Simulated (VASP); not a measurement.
# GW on BN (Qingsongite)

How does the gap of BN (Qingsongite) change from the starting functional to GW? The cell is of the zinc-blende type, one of the forms listed for this formula. The start is a cell from a database of measured crystal structures.

Main program and level: VASP 6.6.1; PBE; plane waves and PAW (N_GW, B_GW), in the first sound run; inputs show where later runs differ.

## 1. The starting structure

The structure is cubic, space group F-43m (No. 216). The conventional cell has a = 3.615 Å, b = 3.615 Å, c = 3.615 Å, α = 90.00°, β = 90.00°, γ = 90.00°. Nearest to N lie 4 B at 1.57 Å. Nearest to B lie 4 N at 1.57 Å. Farther neighbours and most contacts between anions are not listed.

Coordinates:

```xyz
2
Lattice="0.0000 1.8075 1.8075 1.8075 0.0000 1.8075 1.8075 1.8075 0.0000" Properties=species:S:1:pos:R:3 pbc="T T T"
N     2.7113    2.7113    2.7113
B     0.0000    0.0000    0.0000
```

## 2. Ground state

The orbitals come from a self-consistent PBE run with a tight EDIFF and a narrow smearing. KPOINTS_OPT adds the bands along a path, which shows whether the mesh holds the band edges.

The input, INCAR:

```
SYSTEM = BN
PREC = Accurate
ENCUT = 450
EDIFF = 1E-08
NELM = 100
ISMEAR = 0
SIGMA = 0.01
LREAL = .FALSE.
ALGO = Normal
GGA = PE
NBANDS = 10
LORBIT = 11
LWAVE = .TRUE.
LCHARG = .FALSE.
KPAR = 8
```

The input, POSCAR:

```
BN
1.0
    0.0000000000      1.8075000000      1.8075000000
    1.8075000000      0.0000000000      1.8075000000
    1.8075000000      1.8075000000      0.0000000000
N B
1 1
Direct
    0.7500000000      0.7500000000      0.7500000000
    0.0000000000      0.0000000000      0.0000000000
```

The input, KPOINTS:

```
Automatic mesh
0
Gamma
6 6 6
0 0 0
```

The input, KPOINTS_OPT:

```
Line mode
12
Line-mode
Reciprocal
  0.00000000   0.00000000   0.00000000 GAMMA
  0.50000000   0.00000000   0.50000000 X

  0.50000000   0.00000000   0.50000000 X
  0.50000000   0.25000000   0.75000000 W

  0.50000000   0.25000000   0.75000000 W
  0.37500000   0.37500000   0.75000000 K

  0.37500000   0.37500000   0.75000000 K
  0.00000000   0.00000000   0.00000000 GAMMA

  0.00000000   0.00000000   0.00000000 GAMMA
  0.50000000   0.50000000   0.50000000 L

  0.50000000   0.50000000   0.50000000 L
  0.62500000   0.25000000   0.62500000 U

  0.62500000   0.25000000   0.62500000 U
  0.50000000   0.25000000   0.75000000 W

  0.50000000   0.25000000   0.75000000 W
  0.50000000   0.50000000   0.50000000 L

  0.50000000   0.50000000   0.50000000 L
  0.37500000   0.37500000   0.75000000 K

  0.62500000   0.25000000   0.62500000 U
  0.50000000   0.00000000   0.50000000 X
```

PAW data sets: N_GW and B_GW (PBE family, release 64).

Run with:

```
$ mpirun -np 8 vasp_std
```

Output:

```text
[banner, memory and clock lines left out]
running    8 mpi-ranks, on    1 nodes
 distrk:  each k-point on    1 cores,    8 groups
 distr:  one band on    1 cores,    1 groups

 POSCAR found type information on POSCAR N B
 POSCAR found :  2 types and       2 ions
|                                                                             |
|           W    W    AA    RRRRR   N    N  II  N    N   GGGG   !!!           |
|           W    W   A  A   R    R  NN   N  II  NN   N  G    G  !!!           |
|           W    W  A    A  R    R  N N  N  II  N N  N  G       !!!           |
|           W WW W  AAAAAA  RRRRR   N  N N  II  N  N N  G  GGG   !            |
|           WW  WW  A    A  R   R   N   NN  II  N   NN  G    G                |
|           W    W  A    A  R    R  N    N  II  N    N   GGGG   !!!           |
|                                                                             |
|     For optimal performance we recommend to set                             |
|       NCORE = 2 up to number-of-cores-per-socket                            |
|     NCORE specifies how many cores store one orbital (NPAR=cpu/NCORE).      |
|     This setting can greatly improve the performance of VASP for DFT.       |
|     The default, NCORE=1 might be grossly inefficient on modern             |
|     multi-core architectures or massively parallel machines. Do your        |
|     Unfortunately you need to use the default for GW and RPA                |
|     calculations (for HF NCORE is supported but not extensively tested      |
|     yet).                                                                   |
|                                                                             |

 LDA part: xc-table for (Slater+PW92), standard interpolation
 POSCAR, INCAR and KPOINTS ok, starting setup
 FFT: planning ... GRIDC
 FFT: planning ... GRID_SOFT
 FFT: planning ... GRID
 WAVECAR not read
 entering main loop
       N       E                     dE             d eps       ncg     rms          rms(c)
DAV:   1     0.250081000667E+02    0.25008E+02   -0.50098E+03   320   0.795E+02
DAV:   2    -0.174886346214E+02   -0.42497E+02   -0.40792E+02   366   0.241E+02
DAV:   3    -0.183785720463E+02   -0.88994E+00   -0.88866E+00   398   0.302E+01
DAV:   4    -0.183816920660E+02   -0.31200E-02   -0.31196E-02   370   0.182E+00
DAV:   5    -0.183817132351E+02   -0.21169E-04   -0.21169E-04   396   0.149E-01    0.605E+00
DAV:   6    -0.175349198663E+02    0.84679E+00   -0.28633E+00   434   0.142E+01    0.229E+00
DAV:   7    -0.174572336591E+02    0.77686E-01   -0.87000E-02   450   0.308E+00    0.118E+00
DAV:   8    -0.174430792990E+02    0.14154E-01   -0.38444E-02   460   0.197E+00    0.142E-01
DAV:   9    -0.174434977751E+02   -0.41848E-03   -0.10571E-03   352   0.312E-01    0.384E-02
DAV:  10    -0.174434987764E+02   -0.10012E-05   -0.90310E-05   384   0.103E-01    0.934E-03
DAV:  11    -0.174435031982E+02   -0.44218E-05   -0.69851E-06   372   0.258E-02    0.368E-03
DAV:  12    -0.174435030509E+02    0.14723E-06   -0.83639E-07   426   0.948E-03    0.451E-04
DAV:  13    -0.174435031030E+02   -0.52093E-07   -0.25602E-08   354   0.153E-03    0.721E-05
DAV:  14    -0.174435031159E+02   -0.12902E-07   -0.83317E-10   224   0.303E-04    0.288E-05
DAV:  15    -0.174435031148E+02    0.10959E-08   -0.71224E-11   194   0.134E-04
   1 F= -.17443503E+02 E0= -.17443503E+02  d E =-.177632E-64
 Start KPOINTS_OPT (optional k-point list driver)
k-point batch [1-16\120]
       N       E                     dE             ncg
DAV:   1     0.787046535747E+03   -0.41953E+04      320
DAV:   2     0.403642791721E+02   -0.74668E+03      382
DAV:   3     0.268485077724E+02   -0.13516E+02      426
DAV:   4     0.268067007416E+02   -0.41807E-01      376
DAV:   5     0.268064511176E+02   -0.24962E-03      386
DAV:   6     0.268064489262E+02   -0.21915E-05      386
DAV:   7     0.268064488998E+02   -0.26320E-07      394
DAV:   8     0.268064488993E+02   -0.53877E-09      372
[...]
k-point batch [113-120\120]
       N       E                     dE             ncg
DAV:   1     0.364638178481E+04   -0.31377E+04      160
DAV:   2     0.331906883463E+04   -0.32731E+03      192
DAV:   3     0.331178871208E+04   -0.72801E+01      222
DAV:   4     0.331177366580E+04   -0.15046E-01      184
DAV:   5     0.331177356553E+04   -0.10028E-03      206
DAV:   6     0.331177356504E+04   -0.49021E-06      206
DAV:   7     0.331177356504E+04   -0.39472E-09      210
 writing wavefunctions
```

Run time: 1.8 s. Hardware: 8 MPI ranks of AMD EPYC 9R45, shared host; peak memory 0.76 GiB.

The logs omit lines about the potential files and the build; timing stands in the text.

From OUTCAR (step 2):

```text
ion  position               nearest neighbor table
   1  0.750  0.750  0.750-   2 1.57   2 1.57   2 1.57   2 1.57
   2  0.000  0.000  0.000-   1 1.57   1 1.57   1 1.57   1 1.57

  LATTYP: Found a face centered cubic cell.
 ALAT       =     3.6150000000

 Subroutine GETGRP returns: Found 24 space group operations
 (whereof 24 operations were pure point group operations)

The static configuration has the point symmetry T_d .

 Found     16 irreducible k-points:

   k-points           NKPTS =     16   k-points in BZ     NKDIM =     16   number of bands    NBANDS=     10

   dimension x,y,z NGX =    18 NGY =   18 NGZ =   18
   dimension x,y,z NGXF=    36 NGYF=   36 NGZF=   36

   ENCUT  =  450.0 eV  33.07 Ry    5.75 a.u.   4.42  4.42  4.42*2*pi/ulx,y,z

   NELECT =       8.0000    total number of electrons

 k-points in reciprocal lattice and weights: Automatic mesh
   0.00000000  0.00000000  0.00000000       0.005
   0.16666667  0.00000000  0.00000000       0.037
   0.33333333  0.00000000  0.00000000       0.037
   0.50000000  0.00000000  0.00000000       0.019
   0.16666667  0.16666667  0.00000000       0.028
   0.33333333  0.16666667  0.00000000       0.111
   0.50000000  0.16666667  0.00000000       0.111
  -0.33333333  0.16666667  0.00000000       0.111
  -0.16666667  0.16666667  0.00000000       0.056
[...]
-0.33333333  0.33333333  0.16666667       0.111
  -0.33333333  0.50000000  0.16666667       0.056

 average (electrostatic) potential at core
       1 -59.3431       2 -24.4177

 E-fermi :   7.5841

 k-point     1 :       0.0000    0.0000    0.0000
  band No.  band energies     occupation
      1     -12.7698      2.00000
      2       7.4659      2.00000
      3       7.4659      2.00000
      4       7.4659      2.00000
      5      16.2837      0.00000
      6      16.2837      0.00000
      7      16.2837      0.00000
      8      17.8070      0.00000
      9      32.2098      0.00000
    ...

 k-point     2 :       0.1667    0.0000    0.0000
  band No.  band energies     occupation
      1     -12.1008      2.00000
      2       4.4523      2.00000
      3       6.8429      2.00000
      4       6.8429      2.00000
      5      16.8071      0.00000
      6      17.1956      0.00000
      7      17.1956      0.00000
      8      19.7010      0.00000
      9      31.4659      0.00000
    ...

 k-point     3 :       0.3333    0.0000    0.0000
  band No.  band energies     occupation
      1     -10.2379      2.00000
      2      -0.4052      2.00000
      3       5.9031      2.00000
      4       5.9031      2.00000
      5      17.3685      0.00000
      6      18.1189      0.00000
      7      18.1189      0.00000
      8      22.0030      0.00000
      9      30.6953      0.00000
    ...

  Total       -0.0438754     -0.0438754     -0.0438754      0.0000000      0.0000000     -0.0000000
  in kB       -5.9520578     -5.9520578     -5.9520578      0.0000000      0.0000000     -0.0000000
  external PRESSURE =      -5.9520578 kB  Pullay stress =       0.0000000 kB

  energy-cutoff  :      450.00
  volume of cell :       11.81
      direct lattice vectors                 reciprocal lattice vectors
     0.000000000  1.807500000  1.807500000    -0.276625173  0.276625173  0.276625173
     1.807500000  0.000000000  1.807500000     0.276625173 -0.276625173  0.276625173
     1.807500000  1.807500000  0.000000000     0.276625173  0.276625173 -0.276625173

 POSITION                                       TOTAL-FORCE (eV/Angst)
 -----------------------------------------------------------------------------------
      2.71125      2.71125      2.71125         0.000000     -0.000000     -0.000000
      0.00000      0.00000      0.00000        -0.000000      0.000000      0.000000
 -----------------------------------------------------------------------------------
    total drift:                               -0.000001     -0.000001     -0.000001

  FREE ENERGIE OF THE ION-ELECTRON SYSTEM (eV)
  ---------------------------------------------------
  free  energy   TOTEN  =       -17.4435031148 eV

  energy  without entropy=      -17.4435031148  energy(sigma->0) =      -17.44350311

 total charge
# of ion       s       p       d       tot
------------------------------------------
    1        1.177   2.687   0.000   3.864
    2        0.641   1.258   0.000   1.898
--------------------------------------------------
tot          1.818   3.945   0.000   5.763

[... 3 further parts left out ...]
```

This step gave:

* free energy (TOTEN): -17.44 eV
* Fermi energy: 7.584 eV
* pressure: -0.5952 GPa
* least gap on mesh and path: 4.458 eV
* least direct gap on mesh and path: 8.818 eV

The highest empty bands on the path are converged less tightly, to about 0.1 eV. The electronic bands at the labelled points (eV, zero at the valence-band top; v1 is the highest filled band, c1 the lowest empty one):

| point | v3 | v2 | v1 | c1 | c2 | c3 | c4 |
| --- | --- | --- | --- | --- | --- | --- | --- |
| Γ | 0.00 | 0.00 | 0.00 | 8.82 | 8.82 | 8.82 | 10.34 |
| 0.55 of the way | -4.54 | -3.32 | -3.32 | 6.50 | 11.21 | 14.04 | 14.04 |
| X | -8.92 | -4.91 | -4.91 | 4.46 | 9.23 | 17.93 | 17.93 |
| 0.55 of the way | -8.43 | -5.88 | -5.84 | 6.85 | 11.18 | 15.95 | 17.30 |
| W | -7.59 | -6.97 | -6.51 | 9.60 | 13.31 | 14.51 | 14.65 |
| 0.55 of the way | -7.99 | -7.48 | -4.94 | 7.99 | 13.05 | 14.73 | 16.52 |
| K | -8.13 | -7.67 | -4.08 | 6.91 | 12.87 | 15.83 | 16.69 |
| 0.55 of the way | -5.14 | -3.44 | -0.90 | 10.38 | 10.58 | 10.93 | 13.34 |
| Γ | 0.00 | 0.00 | 0.00 | 8.82 | 8.82 | 8.82 | 10.34 |
| 0.55 of the way | -6.15 | -1.26 | -1.26 | 9.72 | 10.46 | 10.46 | 13.88 |
| L | -10.70 | -1.94 | -1.94 | 10.14 | 10.71 | 10.71 | 15.26 |
| 0.55 of the way | -9.80 | -4.82 | -2.99 | 8.66 | 13.04 | 13.09 | 15.56 |
| U | -8.13 | -7.67 | -4.08 | 6.91 | 12.87 | 15.83 | 16.69 |
| 0.55 of the way | -7.92 | -7.39 | -5.25 | 8.37 | 13.12 | 14.47 | 16.28 |
| W | -7.59 | -6.97 | -6.51 | 9.60 | 13.31 | 14.51 | 14.65 |
| 0.55 of the way | -9.87 | -4.46 | -3.20 | 9.66 | 11.04 | 13.93 | 15.72 |
| L | -10.70 | -1.94 | -1.94 | 10.14 | 10.71 | 10.71 | 15.26 |
| 0.45 of the way | -10.07 | -4.09 | -2.73 | 9.10 | 12.34 | 12.46 | 15.63 |
| K | -8.13 | -7.67 | -4.08 | 6.91 | 12.87 | 15.83 | 16.69 |
| jump to U | -8.13 | -7.67 | -4.08 | 6.91 | 12.87 | 15.83 | 16.69 |
| 0.45 of the way | -8.67 | -6.13 | -4.65 | 5.55 | 10.36 | 17.23 | 17.49 |
| X | -8.92 | -4.91 | -4.91 | 4.46 | 9.23 | 17.93 | 17.93 |

Of the projections kept (N, B), the largest for each band there; the rest of the weight can lie on other orbitals:

| point | v3 | v2 | v1 | c1 | c2 | c3 | c4 |
| --- | --- | --- | --- | --- | --- | --- | --- |
| Γ | N 0.86 | N 0.86 | N 0.86 | B 0.93 | B 0.93 | B 0.93 | N 0.74 |
| X | N 0.54 | N 0.62 | N 0.62 | B 0.56 | B 0.91 | B 0.57 | B 0.57 |
| W | B 0.51 | N 0.66 | N 0.54 | N 0.87 | B 0.74 | B 1.00 | B 0.52 |
| K | N 0.51 | N 0.59 | N 0.64 | B 0.56 | B 0.59 | B 0.61 | B 0.63 |
| Γ | N 0.86 | N 0.86 | N 0.86 | B 0.93 | B 0.93 | B 0.93 | N 0.74 |
| L | N 0.50 | N 0.72 | N 0.72 | B 0.60 | B 0.79 | B 0.79 | N 0.79 |

The electronic bands as a text plot (rows in eV, shown from -8.0 to 10.3 only):

```
   10.0 | +    +   +        +  ++ +  +++++++      +  ++ ++     +
    9.2 |+      +++  ++    +   +++++++      +    + ++     +     +
    8.4 |++            +  +                  +             +
    7.7 |  ++       +                         + +           +
    6.9 |               ++                     +             +
    6.1 |    ++                                               +
    5.4 |      +   +                                           +
    4.6 |       +++                                             +
    3.8 |
    3.1 |
    2.3 |
    1.6 |
    0.8 |
    0.0 |*                     *****
   -0.7 | *                   * ** ***
   -1.5 |  *                 * **     ***
   -2.3 |   *              **  *    *    ***           ****
   -3.0 |    *            *                ***       **    *
   -3.8 |     *          *    *      *      * **      *   * **
   -4.6 |    * ***      *    *                  *   **     *  ***
   -5.3 |     *   **   *    * *              *     *            *
   -6.1 |           * *    * *        *          *  *       *  *
   -6.9 |      *     **   *                   *  ***          *
   -7.6 |       *    *****  *          *       ****          *
         Γ       X    W  K        Γ      L     U  W     L   K|U X
```

The cell has a gap of 4.46 eV on mesh and path.

## 3. Empty bands, functional PBE

The next step needs empty bands that the ground-state run didn't converge, so the Hamiltonian is diagonalised exactly for NBANDS bands, in a single step. LOPTICS writes the k-derivatives of the orbitals (WAVEDER), which give the long-wavelength limit of the screening.

The input, INCAR:

```
SYSTEM = BN
PREC = Accurate
ENCUT = 450
ISMEAR = 0
SIGMA = 0.01
LREAL = .FALSE.
GGA = PE
NBANDS = 40
ALGO = Exact
NELM = 1
LWAVE = .TRUE.
LCHARG = .FALSE.
LOPTICS = .TRUE.
NEDOS = 1000
CSHIFT = 0.1
```

POSCAR is that of step 2.

KPOINTS is that of step 2.

Run with:

```
$ mpirun -np 8 vasp_std
```

Output:

```text
[banner, memory and clock lines left out]
running    8 mpi-ranks, on    1 nodes
 distrk:  each k-point on    8 cores,    1 groups
 distr:  one band on    1 cores,    8 groups

 POSCAR found type information on POSCAR N B
 POSCAR found :  2 types and       2 ions
 [... a notice as in an earlier step ...]

 LDA part: xc-table for (Slater+PW92), standard interpolation
 found WAVECAR, reading the header
  number of bands has changed, file:    10 present:    40
  trying to continue reading WAVECAR, but it might fail
 POSCAR, INCAR and KPOINTS ok, starting setup
 FFT: planning ... GRIDC
 FFT: planning ... GRID_SOFT
 FFT: planning ... GRID
 reading WAVECAR
 random initialization beyond band           10
 the WAVECAR file was read successfully
 initial charge from wavefunction
 entering main loop
       N       E                     dE             d eps       ncg     rms          rms(c)
DIA:   1    -0.174435031143E+02   -0.17444E+02    0.00000E+00     0   0.000E+00
   1 F= -.17443503E+02 E0= -.17443503E+02  d E =-.570349E-85
 writing wavefunctions
 optical routines
 imaginary and real dielectric function
 recalculating local potential from charge density
 direction            1
 direction            2
 direction            3
```

Elapsed: 1.4 s, on 8 MPI ranks; peak memory 0.69 GiB; 6.1 s of CPU time.

Parts of OUTCAR (step 3):

```text
The static configuration has the point symmetry T_d .

 Found     16 irreducible k-points:

   k-points           NKPTS =     16   k-points in BZ     NKDIM =     16   number of bands    NBANDS=     40

   NELECT =       8.0000    total number of electrons

 E-fermi :   7.6026

 k-point     2 :       0.1667    0.0000    0.0000
  band No.  band energies     occupation
      1     -12.1008      2.00000
      2       4.4523      2.00000
      3       6.8429      2.00000
      4       6.8429      2.00000
      5      16.8071      0.00000
      6      17.1956      0.00000
      7      17.1956      0.00000
      8      19.7010      0.00000
      9      31.4640      0.00000
    ...

 k-point     4 :       0.5000    0.0000    0.0000
  band No.  band energies     occupation
      1      -8.5537      2.00000
      2      -3.2294      2.00000
      3       5.5213      2.00000
      4       5.5213      2.00000
      5      17.6033      0.00000
      6      18.1727      0.00000
      7      18.1727      0.00000
      8      22.7282      0.00000
      9      30.9290      0.00000
    ...

  Total       -0.0438611     -0.0438611     -0.0438611      0.0000000      0.0000000     -0.0000000
  in kB       -5.9501069     -5.9501069     -5.9501069      0.0000000      0.0000000     -0.0000000
  external PRESSURE =      -5.9501069 kB  Pullay stress =       0.0000000 kB

 POSITION                                       TOTAL-FORCE (eV/Angst)
 -----------------------------------------------------------------------------------
      2.71125      2.71125      2.71125         0.000000      0.000000     -0.000000
      0.00000      0.00000      0.00000        -0.000000     -0.000000      0.000000
 -----------------------------------------------------------------------------------
    total drift:                               -0.000001     -0.000001     -0.000001

  FREE ENERGIE OF THE ION-ELECTRON SYSTEM (eV)
  ---------------------------------------------------
  free  energy   TOTEN  =       -17.4435031143 eV

  energy  without entropy=      -17.4435031143  energy(sigma->0) =      -17.44350311

 plasma frequency squared (from intraband transitions) (eV^2)
  --------------------------------------------------------------------------------------
       0.000       0.000      -0.000
      -0.000       0.000       0.000
       0.000      -0.000       0.000

[... 12 parts as in an earlier step ...]
```

The gap is read on the k-mesh alone, so it is an upper bound where the band edges lie off the mesh.

A gap read on the k-mesh alone can miss the band edges.

This step gave:

```
gap on the k-mesh              : 4.458 eV
least direct gap on the k-mesh : 8.818 eV
```

WAVECAR now holds 40 bands for 8 electrons. Its independent-particle dielectric tensor has xx, yy, zz = 4.8, 4.8, 4.8 on this mesh, which isn't tested for convergence in mesh or bands and lacks local fields.

[end of part 1 of 5]

[Lines on the potential files, build, host, timing and source positions are cut from VASP's logs without a mark.]

[Logs are printed without paths, hosts, clocks, repeated set-up lines and the standing remarks that a program may print on its own settings, such as how far it seeks lower states.]

[Hosts, paths, dates, database ids (printed as entryN), source tags and the programs' standing remarks are cut or masked in the printed files.]

[Pressures printed for these runs are not shown converged in the cutoff: they can be off by several GPa and have the wrong sign.]
